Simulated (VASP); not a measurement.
These are PBE GGA, VASP's PBE PAW potentials (set 64) (plane waves; VASP 6.6.1) values and carry that method's errors.

VASP input:

File POSCAR:
```
BiSi63
1.0
 10.9370747000   0.0000000000   0.0000000000
  0.0000000000  10.9370747000   0.0000000000
  0.0000000000   0.0000000000  10.9370747000
Si Bi
63 1
Cartesian
  5.4685373500   0.0000000000   0.0000000000
  6.8356716875   1.3671343375   1.3671343375
  8.2028060250   2.7342686750   0.0000000000
  9.5699403625   4.1014030125   1.3671343375
  8.2028060250   0.0000000000   2.7342686750
  9.5699403625   1.3671343375   4.1014030125
  0.0000000000   0.0000000000   0.0000000000
  1.3671343375   1.3671343375   1.3671343375
  2.7342686750   2.7342686750   0.0000000000
  4.1014030125   4.1014030125   1.3671343375
  5.4685373500   5.4685373500   0.0000000000
  6.8356716875   6.8356716875   1.3671343375
  8.2028060250   8.2028060250   0.0000000000
  9.5699403625   9.5699403625   1.3671343375
  2.7342686750   0.0000000000   2.7342686750
  4.1014030125   1.3671343375   4.1014030125
  5.4685373500   2.7342686750   2.7342686750
  6.8403636925   4.1484543079   4.1414108318
  8.2028060250   5.4685373500   2.7342686750
  9.5699403625   6.8356716875   4.1014030125
  5.4685373500   0.0000000000   5.4685373500
  6.8356716875   1.3671343375   6.8356716875
  8.2028060250   2.7342686750   5.4685373500
  9.5699403625   4.1014030125   6.8356716875
  8.2028060250   0.0000000000   8.2028060250
  9.5699403625   1.3671343375   9.5699403625
  0.0000000000   5.4685373500   0.0000000000
  1.3671343375   6.8356716875   1.3671343375
  2.7342686750   8.2028060250   0.0000000000
  4.1014030125   9.5699403625   1.3671343375
  0.0000000000   2.7342686750   2.7342686750
  1.3671343375   4.1014030125   4.1014030125
  2.7342686750   5.4685373500   2.7342686750
  4.1120557233   6.8548881277   4.1054606672
  5.4685373500   8.2028060250   2.7342686750
  6.8356716875   9.5699403625   4.1014030125
  0.0000000000   0.0000000000   5.4685373500
  1.3671343375   1.3671343375   6.8356716875
  2.7342686750   2.7342686750   5.4685373500
  4.1136197249   4.1485636786   6.8523507264
  6.8117085568   6.7944389159   6.8531819441
  8.2028060250   8.2028060250   5.4685373500
  9.5699403625   9.5699403625   6.8356716875
  2.7342686750   0.0000000000   8.2028060250
  4.1014030125   1.3671343375   9.5699403625
  5.4685373500   2.7342686750   8.2028060250
  6.8356716875   4.1014030125   9.5699403625
  8.2028060250   5.4685373500   8.2028060250
  9.5699403625   6.8356716875   9.5699403625
  0.0000000000   8.2028060250   2.7342686750
  1.3671343375   9.5699403625   4.1014030125
  0.0000000000   5.4685373500   5.4685373500
  1.3671343375   6.8356716875   6.8356716875
  2.7342686750   8.2028060250   5.4685373500
  4.1014030125   9.5699403625   6.8356716875
  0.0000000000   2.7342686750   8.2028060250
  1.3671343375   4.1014030125   9.5699403625
  2.7342686750   5.4685373500   8.2028060250
  4.1014030125   6.8356716875   9.5699403625
  5.4685373500   8.2028060250   8.2028060250
  6.8356716875   9.5699403625   9.5699403625
  0.0000000000   8.2028060250   8.2028060250
  1.3671343375   9.5699403625   9.5699403625
  5.4631891205   5.4407899915   5.5073749023
```

INCAR:
```
! general
SYSTEM  = BiSi63
PREC    = Normal
ENCUT   = 400
LREAL   = Auto
LASPH   = T
ISYM    = 0
NELECT  = 256.0

! electronic loop
EDIFF   = 1E-5
NELM    = 100
NELMIN  = 4
ALGO    = Fast
LMAXMIX = 4

! smearing
ISMEAR  = 0
SIGMA   = 0.05

! functional
GGA     = PE

! ions
IBRION  = 2
NSW     = 60
ISIF    = 2
EDIFFG  = -0.03

! output
LWAVE   = T
LCHARG  = F
```

File KPOINTS:
```
Automatic mesh
0
Gamma
1 1 1
0 0 0
```

POTCAR, in this order: Si Bi (PBE.64 set). Program: vasp_gam.

The cell is charged, with a uniform compensating background. The supercell is sampled at Γ alone, which is coarse: total energies, pressure and levels can be off, energies of defects by several tenths of an eV.

Question: What does the run give for the energy per atom (σ→0)?

Answer: 
```json
{
 "energy per atom (σ→0)": "-5.367 eV/atom"
}
```

**OSZICAR**
```
...
RMM:   4    -0.343477679575E+03   -0.22330E-05   -0.34410E-05   230   0.151E-02
   9 F= -.34347768E+03 E0= -.34347768E+03  d E =-.737265E-02
       N       E                     dE             d eps       ncg     rms          rms(c)
DAV:   1    -0.343478934244E+03   -0.12569E-02   -0.41671E-02   332   0.391E-01    0.104E-01
RMM:   2    -0.343479145091E+03   -0.21085E-03   -0.24060E-03   322   0.108E-01    0.405E-02
RMM:   3    -0.343479175819E+03   -0.30728E-04   -0.42017E-04   328   0.495E-02    0.191E-02
RMM:   4    -0.343479180041E+03   -0.42217E-05   -0.75001E-05   315   0.221E-02
  10 F= -.34347918E+03 E0= -.34347918E+03  d E =-.150047E-02
```

The cell is a supercell with a defect, built from Si (diamond): Bi_Si, charge +1. The run is not spin-polarised, so no state with unpaired spins was tried.
